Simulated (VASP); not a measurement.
Here is the system:

```
CELL_PARAMETERS angstrom
      2.95541     0.00000     0.00000
      0.00000     2.95541     0.00000
      0.00000     0.00000     3.87370
ATOMIC_POSITIONS crystal
  Ti 0.50000 0.50000 0.50000
  Ta 0.00000 0.00000 0.00000
```

Level of theory: PBE GGA, VASP's PBE PAW potentials (set 64) (plane waves; VASP). Numerical set-up: 300 eV cut-off, 8×8×6 Γ-centred mesh, Fermi-Dirac smearing of 0.10 eV, potentials Ti_sv Ta_pv.

At this cut-off the stress carries a Pulay error, which pulls relaxed volumes low.

Question: Give the stress tensor in GPa (positive for a compressed cell).

Answer: 
```
10.01   0.00   0.00
 0.00  10.01   0.00
 0.00   0.00   7.72
```
The pressure is its mean diagonal, 9.24 GPa.

The structure was generated: TaTi was put into an ordered model structure, which need not be its known phase. The cell was not relaxed at this level. The electron count is odd and the run is not spin-polarised, which forces a metal.
